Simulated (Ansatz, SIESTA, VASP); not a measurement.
Code comparison for NiPbF₆ (R-3, 8 atoms in the cell)

Self-consistent single point.

```
NiPbF6
1.0
    2.58187     1.49064     4.80734
   -2.58187     1.49064     4.80734
    0.00000    -2.98129     4.80734
Ni Pb F
1 1 6
Direct
  0.00000   0.00000   0.00000
  0.50000   0.50000   0.50000
  0.39328   0.08912   0.76111
  0.60672   0.91088   0.23889
  0.76111   0.39328   0.08912
  0.23889   0.60672   0.91088
  0.08912   0.76111   0.39328
  0.91088   0.23889   0.60672
```
Moments meant for the start (each program seeds them in its own way; μB, in the order of the atoms Ni Pb F F F F F F): 2.0 0.0 0.0 0.0 0.0 0.0 0.0 0.0.

Shared settings, as Ansatz (an electronic-structure program) writes them: kpoints.mp_grid.grid = 1 1 1; scf.occupations.method = fermi_dirac; scf.occupations.width = 0.02 eV. Potentials and cutoffs stand in the table.

| code | model | pressure (GPa) | largest force (eV/Å) | size of the net moment (μB/atom) | cutoff |
|---|---|---|---|---|---|
| SIESTA | GGA PBEsol, numerical atomic orbitals TZP, PseudoDojo PBEsol standard norm-conserving potentials (rewritten from UPF to PSML) | -3.51 | 0.590 | 0.25 | grid 300 Ry |
| Ansatz | PBEsol, PAW files made with PBE | -2.00 | 0.180 | 0.25 | default |
| VASP | PBEsol, VASP's PBE PAW potentials (set 64) | -11.61 | 0.147 | 0.25 | 400 eV |

On Ansatz's run: spin-orbit coupling is off. With one magnetic atom in the cell only a parallel order is possible.

The spread over the programs that give each value: pressure within 9.61 GPa; largest force within 0.443 eV/Å; size of the net moment within 0.00 μB/atom.

SIESTA uses small atom-centred bases, whose incompleteness enters pressures, forces and empty levels differently from a plane-wave cutoff. Ansatz's pressure is given at a fixed set of plane waves, as the other plane-wave codes print theirs; with its correction for the finite basis it is -1.63 GPa (the shift of 0.37 GPa shows how far the cutoff is from converged). In the force vectors, SIESTA (by 0.443) lies more than 0.08 eV/Å from the median of the plane-wave programs.

On the base mesh (3 3 3) the same programs gave: Ansatz pressure -4.50 GPa; SIESTA pressure -6.82 GPa; VASP pressure -14.24 GPa.

The values differ from the base mesh's, so the mesh still matters here: the table compares the programs at equal settings.

VASP's run is marked for a possible Pulay error in its stress at this cutoff; no cutoff test was made.

The starting cell comes from a database of computed structures (which also holds hypothetical and non-ambient phases and stackings), without a prior relaxation at this level. Its lattice was rescaled by a random factor within 2.5 % of one.

Left out of this page: CP2K (failed or unconverged); Elk (unsound by tests on forces, stress, charge or solver warnings); FLEUR (not drawn, or without a comparable value).

Keys are those of Ansatz 0.2.
